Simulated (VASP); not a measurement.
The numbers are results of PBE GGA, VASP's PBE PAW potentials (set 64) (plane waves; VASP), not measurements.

A VASP calculation is set up with these files.

### POSCAR
```
GaZn35O36
1
    4.9323206922    -8.5430313976     0.0000000000
    4.9323206922     8.5430313976     0.0000000000
    0.0000000000     0.0000000000    10.5847753715
Zn O Ga
35 36 1
Direct
  0.2222220000   0.1111110000   0.2500000000
  0.1111110000   0.2222220000   0.0000000000
  0.2222220000   0.1111110000   0.7500000000
  0.1111110000   0.2222220000   0.5000000000
  0.2222220000   0.4444440000   0.2500000000
  0.1111110000   0.5555560000   0.0000000000
  0.2222220000   0.4444440000   0.7500000000
  0.1111110000   0.5555560000   0.5000000000
  0.2222220000   0.7777780000   0.2500000000
  0.1111110000   0.8888890000   0.0000000000
  0.2222220000   0.7777780000   0.7500000000
  0.1111110000   0.8888890000   0.5000000000
  0.5555560000   0.1111110000   0.2500000000
  0.4444440000   0.2222220000   0.0000000000
  0.5555560000   0.1111110000   0.7500000000
  0.4444440000   0.2222220000   0.5000000000
  0.5555560000   0.4444440000   0.2500000000
  0.4444440000   0.5555560000   0.0000000000
  0.5555560000   0.4444440000   0.7500000000
  0.5555560000   0.7777780000   0.2500000000
  0.4444440000   0.8888890000   0.0000000000
  0.5555560000   0.7777780000   0.7500000000
  0.4444440000   0.8888890000   0.5000000000
  0.8888890000   0.1111110000   0.2500000000
  0.7777780000   0.2222220000   0.0000000000
  0.8888890000   0.1111110000   0.7500000000
  0.7777780000   0.2222220000   0.5000000000
  0.8888890000   0.4444440000   0.2500000000
  0.7777780000   0.5555560000   0.0000000000
  0.8888890000   0.4444440000   0.7500000000
  0.7777780000   0.5555560000   0.5000000000
  0.8888890000   0.7777780000   0.2500000000
  0.7777780000   0.8888890000   0.0000000000
  0.8888890000   0.7777780000   0.7500000000
  0.7777780000   0.8888890000   0.5000000000
  0.2222220000   0.1111110000   0.4410000000
  0.1111110000   0.2222220000   0.1910000000
  0.2222220000   0.1111110000   0.9410000000
  0.1111110000   0.2222220000   0.6910000000
  0.2230370000   0.4445880000   0.4365480000
  0.1111110000   0.5555560000   0.1910000000
  0.2222220000   0.4444440000   0.9410000000
  0.1111110000   0.5555560000   0.6910000000
  0.2222220000   0.7777780000   0.4410000000
  0.1111110000   0.8888890000   0.1910000000
  0.2222220000   0.7777780000   0.9410000000
  0.1111110000   0.8888890000   0.6910000000
  0.5555560000   0.1111110000   0.4410000000
  0.4444440000   0.2222220000   0.1910000000
  0.5555560000   0.1111110000   0.9410000000
  0.4444440000   0.2222220000   0.6910000000
  0.5520270000   0.4441260000   0.4382520000
  0.4444440000   0.5555560000   0.1910000000
  0.5555560000   0.4444440000   0.9410000000
  0.4470010000   0.5578400000   0.6929260000
  0.5553270000   0.7725700000   0.4416310000
  0.4444440000   0.8888890000   0.1910000000
  0.5555560000   0.7777780000   0.9410000000
  0.4444440000   0.8888890000   0.6910000000
  0.8888890000   0.1111110000   0.4410000000
  0.7777780000   0.2222220000   0.1910000000
  0.8888890000   0.1111110000   0.9410000000
  0.7777780000   0.2222220000   0.6910000000
  0.8888890000   0.4444440000   0.4410000000
  0.7777780000   0.5555560000   0.1910000000
  0.8888890000   0.4444440000   0.9410000000
  0.7777780000   0.5555560000   0.6910000000
  0.8888890000   0.7777780000   0.4410000000
  0.7777780000   0.8888890000   0.1910000000
  0.8888890000   0.7777780000   0.9410000000
  0.7777780000   0.8888890000   0.6910000000
  0.4398020000   0.5552580000   0.4992950000
```

INCAR:
```
ALGO=Fast
EDIFF=1E-5
EDIFFG=-0.03
ENCUT=400
GGA=PE
IBRION=2
ISIF=2
ISMEAR=0
ISPIN=2
ISYM=0
LASPH=.TRUE.
LCHARG=.FALSE.
LMAXMIX=4
LORBIT=10
LREAL=Auto
LWAVE=.FALSE.
MAGMOM=72*0.0139
NELM=100
NELMIN=4
NSW=60
NUPDOWN=1
PREC=Normal
SIGMA=0.05
SYSTEM=GaZn35O36
```

KPOINTS:
```
Regular mesh
0
gamma
  1 1 1
```

POTCAR, in this order: Zn O Ga (PBE.64 set). Program: vasp_gam.

The resulting files:

File OSZICAR:
```
...
RMM:   4    -0.323217221606E+03    0.73582E-04   -0.67406E-04  1552   0.511E-02    0.501E-02
RMM:   5    -0.323217197724E+03    0.23882E-04   -0.16382E-04  1434   0.254E-02    0.123E-02
RMM:   6    -0.323217199721E+03   -0.19975E-05   -0.36896E-05  1103   0.120E-02
   3 F= -.32321720E+03 E0= -.32321720E+03  d E =-.441746E+00  mag=     1.0000
       N       E                     dE             d eps       ncg     rms          rms(c)
DAV:   1    -0.323211918711E+03    0.52790E-02   -0.72182E+00  1632   0.505E+00    0.591E-01
RMM:   2    -0.323232268848E+03   -0.20350E-01   -0.22047E-01  1536   0.907E-01    0.393E-01
RMM:   3    -0.323233048662E+03   -0.77981E-03   -0.23435E-02  1536   0.330E-01    0.198E-01
RMM:   4    -0.323232827728E+03    0.22093E-03   -0.29753E-03  1593   0.119E-01    0.130E-01
RMM:   5    -0.323232707585E+03    0.12014E-03   -0.76563E-04  1535   0.613E-02    0.463E-02
RMM:   6    -0.323232723593E+03   -0.16008E-04   -0.19793E-04  1471   0.259E-02    0.253E-02
RMM:   7    -0.323232719212E+03    0.43811E-05   -0.47842E-05  1124   0.129E-02
   4 F= -.32323272E+03 E0= -.32323272E+03  d E =-.155195E-01  mag=     1.0000
       N       E                     dE             d eps       ncg     rms          rms(c)
DAV:   1    -0.323232595455E+03    0.12814E-03   -0.13254E-01  1752   0.685E-01    0.753E-02
RMM:   2    -0.323232976342E+03   -0.38089E-03   -0.40930E-03  1536   0.124E-01    0.532E-02
RMM:   3    -0.323232988650E+03   -0.12308E-04   -0.43380E-04  1497   0.450E-02    0.290E-02
RMM:   4    -0.323232982965E+03    0.56856E-05   -0.55851E-05  1261   0.166E-02
   5 F= -.32323298E+03 E0= -.32323298E+03  d E =-.157832E-01  mag=     1.0000
       N       E                     dE             d eps       ncg     rms          rms(c)
DAV:   1    -0.323233808340E+03   -0.81969E-03   -0.94393E-01  1600   0.187E+00    0.201E-01
RMM:   2    -0.323235773001E+03   -0.19647E-02   -0.23004E-02  1536   0.309E-01    0.131E-01
RMM:   3    -0.323235835588E+03   -0.62587E-04   -0.26928E-03  1536   0.112E-01    0.667E-02
RMM:   4    -0.323235800402E+03    0.35186E-04   -0.34573E-04  1552   0.407E-02    0.434E-02
RMM:   5    -0.323235783167E+03    0.17235E-04   -0.11207E-04  1421   0.221E-02    0.116E-02
RMM:   6    -0.323235785063E+03   -0.18967E-05   -0.30113E-05  1041   0.104E-02
   6 F= -.32323579E+03 E0= -.32323579E+03  d E =-.280210E-02  mag=     1.0000
       N       E                     dE             d eps       ncg     rms          rms(c)
DAV:   1    -0.323235757487E+03    0.25680E-04   -0.46933E-02  1704   0.418E-01    0.450E-02
RMM:   2    -0.323235861666E+03   -0.10418E-03   -0.12072E-03  1536   0.705E-02    0.297E-02
RMM:   3    -0.323235865329E+03   -0.36636E-05   -0.14101E-04  1433   0.256E-02    0.157E-02
RMM:   4    -0.323235863588E+03    0.17413E-05   -0.18870E-05   944   0.966E-03
   7 F= -.32323586E+03 E0= -.32323586E+03  d E =-.288062E-02  mag=     1.0000
       N       E                     dE             d eps       ncg     rms          rms(c)
DAV:   1    -0.323236023277E+03   -0.15795E-03   -0.51582E-01  1600   0.136E+00    0.120E-01
RMM:   2    -0.323236965942E+03   -0.94266E-03   -0.10271E-02  1538   0.195E-01    0.695E-02
RMM:   3    -0.323237014176E+03   -0.48235E-04   -0.11896E-03  1536   0.718E-02    0.396E-02
RMM:   4    -0.323237007294E+03    0.68823E-05   -0.13182E-04  1480   0.266E-02    0.242E-02
RMM:   5    -0.323237003186E+03    0.41080E-05   -0.36181E-05  1100   0.142E-02
   8 F= -.32323700E+03 E0= -.32323700E+03  d E =-.113960E-02  mag=     1.0000
       N       E                     dE             d eps       ncg     rms          rms(c)
DAV:   1    -0.323235173378E+03    0.18339E-02   -0.11750E+00  1584   0.205E+00    0.182E-01
RMM:   2    -0.323237321899E+03   -0.21485E-02   -0.23382E-02  1538   0.293E-01    0.109E-01
RMM:   3    -0.323237434730E+03   -0.11283E-03   -0.27034E-03  1536   0.108E-01    0.594E-02
RMM:   4    -0.323237419483E+03    0.15247E-04   -0.28532E-04  1521   0.380E-02    0.392E-02
RMM:   5    -0.323237409898E+03    0.95849E-05   -0.83556E-05  1379   0.205E-02
   9 F= -.32323741E+03 E0= -.32323741E+03  d E =-.154631E-02  mag=     1.0000
       N       E                     dE             d eps       ncg     rms          rms(c)
DAV:   1    -0.323237027394E+03    0.39209E-03   -0.59660E-01  1600   0.146E+00    0.118E-01
RMM:   2    -0.323237959069E+03   -0.93168E-03   -0.10177E-02  1538   0.196E-01    0.678E-02
RMM:   3    -0.323238013067E+03   -0.53998E-04   -0.12212E-03  1536   0.719E-02    0.382E-02
RMM:   4    -0.323238008071E+03    0.49959E-05   -0.12659E-04  1432   0.251E-02    0.253E-02
RMM:   5    -0.323238004315E+03    0.37555E-05   -0.38580E-05  1110   0.139E-02
  10 F= -.32323800E+03 E0= -.32323800E+03  d E =-.594417E-03  mag=     1.0000
       N       E                     dE             d eps       ncg     rms          rms(c)
DAV:   1    -0.323237963478E+03    0.44593E-04   -0.32045E-02  1712   0.339E-01    0.299E-02
RMM:   2    -0.323238013948E+03   -0.50470E-04   -0.55148E-04  1531   0.457E-02    0.180E-02
RMM:   3    -0.323238017456E+03   -0.35082E-05   -0.68310E-05  1182   0.169E-02    0.885E-03
RMM:   4    -0.323238017469E+03   -0.12136E-07   -0.74503E-06   900   0.641E-03
  11 F= -.32323802E+03 E0= -.32323802E+03  d E =-.607571E-03  mag=     1.0000
       N       E                     dE             d eps       ncg     rms          rms(c)
DAV:   1    -0.323238125835E+03   -0.10838E-03   -0.24741E-01  1600   0.957E-01    0.857E-02
RMM:   2    -0.323238529683E+03   -0.40385E-03   -0.44688E-03  1536   0.142E-01    0.604E-02
RMM:   3    -0.323238551896E+03   -0.22214E-04   -0.54342E-04  1532   0.512E-02    0.311E-02
RMM:   4    -0.323238548237E+03    0.36596E-05   -0.63399E-05  1393   0.187E-02
  12 F= -.32323855E+03 E0= -.32323855E+03  d E =-.530768E-03  mag=     1.0000
       N       E                     dE             d eps       ncg     rms          rms(c)
DAV:   1    -0.323238538385E+03    0.13511E-04   -0.18171E-02  1704   0.261E-01    0.286E-02
RMM:   2    -0.323238564883E+03   -0.26497E-04   -0.30734E-04  1532   0.383E-02    0.211E-02
RMM:   3    -0.323238565907E+03   -0.10242E-05   -0.38175E-05  1060   0.139E-02    0.101E-02
RMM:   4    -0.323238565602E+03    0.30504E-06   -0.68710E-06   896   0.728E-03
  13 F= -.32323857E+03 E0= -.32323857E+03  d E =-.548133E-03  mag=     1.0000
       N       E                     dE             d eps       ncg     rms          rms(c)
DAV:   1    -0.323238247330E+03    0.31858E-03   -0.21148E-01  1592   0.878E-01    0.849E-02
RMM:   2    -0.323238677259E+03   -0.42993E-03   -0.46655E-03  1536   0.132E-01    0.515E-02
RMM:   3    -0.323238696724E+03   -0.19464E-04   -0.52969E-04  1524   0.486E-02    0.267E-02
RMM:   4    -0.323238693562E+03    0.31613E-05   -0.61613E-05  1279   0.172E-02
  14 F= -.32323869E+03 E0= -.32323869E+03  d E =-.127960E-03  mag=     1.0000
       N       E                     dE             d eps       ncg     rms          rms(c)
DAV:   1    -0.323238684282E+03    0.12442E-04   -0.21096E-02  1616   0.279E-01    0.245E-02
RMM:   2    -0.323238732820E+03   -0.48538E-04   -0.51851E-04  1532   0.457E-02    0.134E-02
RMM:   3    -0.323238735294E+03   -0.24739E-05   -0.59147E-05  1182   0.168E-02    0.824E-03
RMM:   4    -0.323238735025E+03    0.26888E-06   -0.75658E-06   860   0.732E-03
  15 F= -.32323874E+03 E0= -.32323874E+03  d E =-.169423E-03  mag=     1.0000
       N       E                     dE             d eps       ncg     rms          rms(c)
DAV:   1    -0.323238688235E+03    0.47059E-04   -0.98565E-02  1600   0.603E-01    0.487E-02
RMM:   2    -0.323238849151E+03   -0.16092E-03   -0.17443E-03  1536   0.855E-02    0.305E-02
RMM:   3    -0.323238858732E+03   -0.95807E-05   -0.21134E-04  1453   0.313E-02    0.168E-02
RMM:   4    -0.323238857646E+03    0.10863E-05   -0.23302E-05   955   0.113E-02
  16 F= -.32323886E+03 E0= -.32323886E+03  d E =-.122620E-03  mag=     1.0000
```

OUTCAR:
```
------------------------ aborting loop because EDIFF is reached ----------------------------------------
  FORCE on cell =-STRESS in cart. coord.  units (eV):
  Direction    XX          YY          ZZ          XY          YZ          ZX
  --------------------------------------------------------------------------------------
  Total      -18.9957173    -18.5118998    -21.9171076      0.0093557     -0.0025745     -0.0026593
  in kB      -34.1186100    -33.2496151    -39.3657810      0.0168039     -0.0046242     -0.0047764
  external PRESSURE =     -35.5780021 kB  Pullay stress =       0.0000000 kB
  volume of cell :      892.02
      direct lattice vectors                 reciprocal lattice vectors
     4.932320692 -8.543031398  0.000000000     0.101372160 -0.058527234  0.000000000
     4.932320692  8.543031398  0.000000000     0.101372160  0.058527234  0.000000000
     0.000000000  0.000000000 10.584775371     0.000000000  0.000000000  0.094475316
  FREE ENERGIE OF THE ION-ELECTRON SYSTEM (eV)
  ---------------------------------------------------
  free  energy   TOTEN  =      -323.2388576457 eV

  energy  without entropy=     -323.2388576457  energy(sigma->0) =     -323.23885765

 total charge

# of ion       s       p       d       tot
------------------------------------------
    1        0.446   0.455   9.892  10.793
    2        0.446   0.451   9.890  10.786
    3        0.446   0.452   9.890  10.789
    4        0.446   0.445   9.887  10.779
    5        0.447   0.452   9.890  10.789
    6        0.446   0.451   9.890  10.787
    7        0.446   0.447   9.888  10.782
    8        0.446   0.446   9.887  10.779
    9        0.446   0.455   9.892  10.794
   10        0.446   0.453   9.891  10.790
   11        0.446   0.452   9.890  10.789
   12        0.447   0.452   9.890  10.788
   13        0.447   0.455   9.892  10.794
   14        0.446   0.451   9.890  10.787
   15        0.446   0.451   9.890  10.787
   16        0.446   0.446   9.887  10.779
   17        0.447   0.452   9.890  10.789
   18        0.447   0.455   9.891  10.793
   19        0.446   0.448   9.888  10.782
   20        0.447   0.452   9.890  10.789
   21        0.446   0.451   9.890  10.787
   22        0.446   0.448   9.888  10.782
   23        0.446   0.446   9.887  10.779
   24        0.447   0.455   9.892  10.794
   25        0.446   0.453   9.891  10.790
   26        0.446   0.451   9.890  10.787
   27        0.447   0.454   9.891  10.792
   28        0.447   0.455   9.892  10.794
   29        0.446   0.451   9.890  10.787
   30        0.446   0.451   9.890  10.787
   31        0.446   0.446   9.887  10.779
   32        0.446   0.455   9.892  10.793
   33        0.446   0.451   9.890  10.786
   34        0.446   0.452   9.890  10.789
   35        0.446   0.445   9.887  10.779
   36        1.576   3.458   0.000   5.034
   37        1.575   3.458   0.000   5.033
   38        1.575   3.457   0.000   5.032
   39        1.576   3.457   0.000   5.032
   40        1.581   3.451   0.000   5.032
   41        1.575   3.458   0.000   5.033
   42        1.575   3.456   0.000   5.031
   43        1.576   3.457   0.000   5.033
   44        1.576   3.458   0.000   5.034
   45        1.575   3.459   0.000   5.034
   46        1.575   3.458   0.000   5.033
   47        1.575   3.457   0.000   5.032
   48        1.576   3.456   0.000   5.031
   49        1.575   3.458   0.000   5.033
   50        1.575   3.457   0.000   5.032
   51        1.576   3.457   0.000   5.033
   52        1.581   3.451   0.000   5.032
   53        1.575   3.460   0.000   5.036
   54        1.575   3.456   0.000   5.031
   55        1.581   3.452   0.000   5.032
   56        1.581   3.451   0.000   5.032
   57        1.575   3.458   0.000   5.033
   58        1.575   3.456   0.000   5.031
   59        1.576   3.457   0.000   5.033
   60        1.576   3.456   0.000   5.031
   61        1.575   3.460   0.000   5.035
   62        1.575   3.457   0.000   5.032
   63        1.575   3.457   0.000   5.032
   64        1.576   3.456   0.000   5.031
   65        1.575   3.458   0.000   5.033
   66        1.575   3.457   0.000   5.032
   67        1.576   3.457   0.000   5.033
   68        1.576   3.458   0.000   5.034
   69        1.575   3.458   0.000   5.033
   70        1.575   3.457   0.000   5.033
   71        1.576   3.457   0.000   5.033
   72        0.945   1.241   0.417   2.603
--------------------------------------------------
tot         73.298 141.466 346.562 561.326

 magnetization (x)

# of ion       s       p       d       tot
------------------------------------------
    1        0.008   0.000  -0.001   0.008
    2        0.009   0.000  -0.001   0.009
    3        0.009   0.000  -0.001   0.008
    4        0.010   0.000  -0.001   0.010
    5        0.009   0.000  -0.000   0.009
    6        0.009   0.000  -0.001   0.009
    7        0.009   0.000  -0.001   0.009
    8        0.010   0.000  -0.001   0.010
    9        0.008   0.000  -0.001   0.008
...
```
(Selected blocks of OUTCAR.)

**CONTCAR**
```
GaZn35O36
   1.00000000000000
     4.9323206922000002   -8.5430313976000001    0.0000000000000000
     4.9323206922000002    8.5430313976000001    0.0000000000000000
     0.0000000000000000    0.0000000000000000   10.5847753714999993
  Zn              O               Ga
    35    36     1
Direct
     0.2219083770542413    0.1104983701559101    0.2499559718283229
     0.1110527962619489    0.2219388930677690    0.0008474584367463
     0.2220002731472937    0.1105979941162315    0.7514360430503270
     0.1092640228164573    0.2187553620457415    0.5013194147456703
     0.2215179719332616    0.4441461081701485    0.2478540414096882
     0.1109833634381737    0.5557991587519172    0.0008356564562181
     0.2190137074317778    0.4428900529342553    0.7516889087747821
     0.1091191648926299    0.5572120180402115    0.5013727547656690
     0.2219102133127283    0.7780564537657292    0.2499675336052823
     0.1111319013418575    0.8889039481066338    0.0005096301435342
     0.2220571147361844    0.7781259262734973    0.7514930377289261
     0.1109190357955742    0.8887476577481846    0.5007573282469673
     0.5561919300578299    0.1114140760589223    0.2496401943867106
     0.4443299889454616    0.2220173490292221    0.0009308573611855
     0.5557153251468218    0.1111572228215156    0.7513489663562278
     0.4424827127407641    0.2185530786506176    0.5014324135982088
     0.5557133130299250    0.4440705444556215    0.2479474167534288
     0.4444825138015430    0.5555969371138695    0.0012863442154929
     0.5570116556319729    0.4429068775515727    0.7515968151867283
     0.5557910182508368    0.7782625833737312    0.2479826641796843
     0.4443566171515769    0.8889571603315171    0.0009523209370881
     0.5570095551171628    0.7806935285410179    0.7515618508886958
     0.4424705418116439    0.8904167026342521    0.5014279151629139
     0.8885686135994032    0.1113746403834954    0.2496355540126181
     0.7778095340265613    0.2222491643111743    0.0002969718610107
     0.8888344451398525    0.1110941929684335    0.7512559996514596
     0.7776958304733673    0.2221273595042463    0.5017667612153559
     0.8885168136526305    0.4438356766786358    0.2495974296663756
     0.7779615163211719    0.5556965020987433    0.0009501251450844
     0.8888189841504018    0.4444083135085282    0.7512301306261104
     0.7808759418052819    0.5571718316312189    0.5013792299728249
     0.8895054650888884    0.7780369964308529    0.2499960721212185
     0.7779740731945187    0.8889257772700186    0.0009365988757989
     0.8894233667735719    0.7780301277914849    0.7515510853893347
     0.7808916991435356    0.8903068333985069    0.5014257240218012
     0.2222397642502341    0.1113669694627965    0.4397008980643619
     0.1113032262948395    0.2227093512822330    0.1910729337312854
     0.2224263474244272    0.1113881247472875    0.9404611149508137
     0.1115225415417518    0.2225735668936646    0.6897003134175678
     0.2316171181832626    0.4492608099630286    0.4426794209580521
     0.1112304243110111    0.5552770064738800    0.1910409264948932
     0.2230827489837003    0.4449112953531274    0.9395851852953639
     0.1114770906655534    0.5557158825103794    0.6897299814043150
     0.2222479607212324    0.7774852478162306    0.4397025043702684
     0.1110919361566035    0.8888751407500779    0.1901359269243378
     0.2224636310738263    0.7777134338657821    0.9404984395901643
     0.1110955033143309    0.8888749195346095    0.6899101241902801
     0.5558674719328061    0.1111847874134133    0.4397750498571101
     0.4447108722297060    0.2226903219388291    0.1911108663744795
     0.5552806319151755    0.1109339116537792    0.9404630670507207
     0.4444121554391741    0.2225099640423764    0.6897668842314978
     0.5504232746128189    0.4489852658201214    0.4427973451961728
     0.4443425515555932    0.5554851705950169    0.1915851061016035
     0.5551256379096670    0.4448745439291451    0.9395070711607194
     0.4442882474179215    0.5554558817500047    0.6810173272924536
     0.5504265405671794    0.7679046334677705    0.4428148032558125
     0.4447279227797315    0.8886360627047835    0.1911740869015884
     0.5551339886525629    0.7768966569608257    0.9394738639906899
     0.4444225853702087    0.8885167570888101    0.6897619710046294
     0.8884802256554258    0.1110728563247892    0.4397860560647234
     0.7777917491189015    0.2222287377503146    0.1899682713573817
     0.8890179794390567    0.1109150062335361    0.9404174942348340
     0.7778120689658151    0.2222459602165821    0.6906080834766900
     0.8883893621930488    0.4439042983216514    0.4397497069075367
     0.7771313450453053    0.5552196796163094    0.1911424016621843
     0.8889973603527173    0.4447459343419228    0.9403788138235250
     0.7773631868231998    0.5556621116961739    0.6897369495149029
     0.8883458934547551    0.7774513270679710    0.4397167157592931
     0.7772061001821928    0.8885938892817712    0.1911619982999148
     0.8886142707683204    0.7776147143449722    0.9405435460338460
     0.7774061037503124    0.8884173330122402    0.6897818065198199
     0.4441467837307760    0.5553310260603693    0.5000277237587543
```

At this cut-off the stress carries a Pulay error, which pulls relaxed volumes low. The supercell is sampled at Γ alone, which is coarse: total energies, pressure and levels can be off, energies of defects by several tenths of an eV.

The cell is a supercell with a defect, built from ZnO (wurtzite): Ga_Zn.
